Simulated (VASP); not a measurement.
Calculation: optB88-vdW, VASP's PBE PAW potentials (set 64) (plane waves; VASP).

The input files of a VASP run:

**POSCAR**
```
GdN
1
    0.0000000000     2.4855381237     2.4855381237
    2.4855381237     0.0000000000     2.4855381237
    2.4855381237     2.4855381237     0.0000000000
Gd N
1 1
Direct
  0.0000000000   0.0000000000   0.0000000000
  0.5000000000   0.5000000000   0.5000000000
```

INCAR:
```
SYSTEM=GdN
PREC=Accurate; ENCUT=520; LREAL=F
LASPH=T
EDIFF=1E-6; NELM=100; ALGO=Normal
LMAXMIX=6
ISMEAR=0; SIGMA=0.05
GGA=BO; LUSE_VDW=T; AGGAC=0.0
PARAM1=0.1833333333; PARAM2=0.22
IBRION=2; NSW=60; ISIF=3
EDIFFG=-0.01
LWAVE=F; LCHARG=F
```

KPOINTS:
```
Automatic
0
gamma
 8 8 8
```

POTCAR, in this order: Gd_3 N (PBE.64 set). Program: vasp_std.

Output of the run:

### OSZICAR
```
       N       E                     dE             d eps       ncg     rms          rms(c)
DAV:   1     0.473560705653E+02    0.47356E+02   -0.67675E+03   646   0.117E+03
DAV:   2    -0.125784706975E+02   -0.59935E+02   -0.55751E+02   939   0.236E+02
DAV:   3    -0.150871854413E+02   -0.25087E+01   -0.24866E+01   798   0.410E+01
DAV:   4    -0.151236439604E+02   -0.36459E-01   -0.36418E-01   834   0.454E+00
DAV:   5    -0.151241741172E+02   -0.53016E-03   -0.53005E-03   855   0.445E-01    0.266E+01
DAV:   6    -0.127051607815E+02    0.24190E+01   -0.22232E+01   731   0.283E+01    0.251E+01
DAV:   7    -0.124762961277E+02    0.22886E+00   -0.16773E+00   742   0.849E+00    0.174E+01
DAV:   8    -0.124791644257E+02   -0.28683E-02   -0.15001E-01   715   0.410E+00    0.661E+00
DAV:   9    -0.124739287460E+02    0.52357E-02   -0.95667E-03   749   0.994E-01    0.382E-01
DAV:  10    -0.124742564625E+02   -0.32772E-03   -0.81624E-04   831   0.213E-01    0.342E-01
DAV:  11    -0.124742316565E+02    0.24806E-04   -0.22550E-04   783   0.963E-02    0.151E-02
DAV:  12    -0.124742322388E+02   -0.58231E-06   -0.12327E-05   828   0.270E-02    0.178E-02
DAV:  13    -0.124742328545E+02   -0.61571E-06   -0.30105E-06   714   0.153E-02
   1 F= -.12474233E+02 E0= -.12474072E+02  d E =-.124742E+02
```

**OUTCAR**
```
------------------------ aborting loop because EDIFF is reached ----------------------------------------
  FORCE on cell =-STRESS in cart. coord.  units (eV):
  Direction    XX          YY          ZZ          XY          YZ          ZX
  --------------------------------------------------------------------------------------
  Total        0.0016390      0.0016390      0.0016390      0.0000000     -0.0000000      0.0000000
  in kB        0.0855050      0.0855050      0.0855050      0.0000000     -0.0000000      0.0000000
  external PRESSURE =       0.0855050 kB  Pullay stress =       0.0000000 kB
  volume of cell :       30.71
      direct lattice vectors                 reciprocal lattice vectors
     0.000000000  2.485538124  2.485538124    -0.201163682  0.201163682  0.201163682
     2.485538124  0.000000000  2.485538124     0.201163682 -0.201163682  0.201163682
     2.485538124  2.485538124  0.000000000     0.201163682  0.201163682 -0.201163682
 POSITION                                       TOTAL-FORCE (eV/Angst)
 -----------------------------------------------------------------------------------
      0.00000      0.00000      0.00000        -0.000000      0.000000     -0.000000
      2.48554      2.48554      2.48554         0.000000     -0.000000      0.000000
 -----------------------------------------------------------------------------------
    total drift:                                0.000000      0.000000      0.000000
  FREE ENERGIE OF THE ION-ELECTRON SYSTEM (eV)
  ---------------------------------------------------
  free  energy   TOTEN  =       -12.4742328545 eV

  energy  without entropy=      -12.4739108753  energy(sigma->0) =      -12.47407186

 reached required accuracy - stopping structural energy minimisation
```
(Selected blocks of OUTCAR.)

**OUTCAR**
```
 val. band max:        3.9080790020   @ k =   0.0000   0.0000   0.0000

 cond. band min:       3.9243146392   @ k =   0.5000   0.5000   0.0000


 Fermi energy:         3.9161965703

 k-point     1 :       0.0000    0.0000    0.0000
  band No.  band energies     occupation
      1     -15.9395      2.00000
      2     -15.9395      2.00000
      3     -15.9395      2.00000
      4      -8.8920      2.00000
      5       3.9081      1.18161
      6       3.9081      1.18161
      7       3.9081      1.18160
      8       6.8940      0.00000
      9       6.8940      0.00000
     10       6.8940      0.00000
     11       7.7648      0.00000

 k-point     2 :       0.1250    0.0000    0.0000
  band No.  band energies     occupation
      1     -16.1595      2.00000
      2     -15.9541      2.00000
      3     -15.9541      2.00000
      4      -8.5977      2.00000
      5       2.9945      2.00000
      6       3.3904      2.00000
      7       3.3904      2.00000
      8       7.0258      0.00000
      9       7.2862      0.00000
     10       7.2862      0.00000
     11       8.6597      0.00000

 k-point     3 :       0.2500    0.0000    0.0000
  band No.  band energies     occupation
      1     -16.6350      2.00000
      2     -15.9888      2.00000
      3     -15.9888      2.00000
      4      -7.9273      2.00000
      5       1.4881      2.00000
      6       2.4939      2.00000
      7       2.4939      2.00000
      8       7.5022      0.00000
      9       8.3019      0.00000
     10       8.3020      0.00000
     11      10.2815      0.00000

 k-point     4 :       0.3750    0.0000    0.0000
  band No.  band energies     occupation
      1     -17.0532      2.00000
      2     -16.0230      2.00000
      3     -16.0230      2.00000
      4      -7.2816      2.00000
      5       0.3170      2.00000
      6       1.8296      2.00000
      7       1.8296      2.00000
      8       8.5336      0.00000
      9       9.6016      0.00000
...
```

The 4f electrons are frozen in the core of the lanthanide potential, so 4f levels, which can set the real gap, and their magnetism are missing.

The compound is GdN in the rock salt structure. It was relaxed first. The start is the result of an earlier pass.
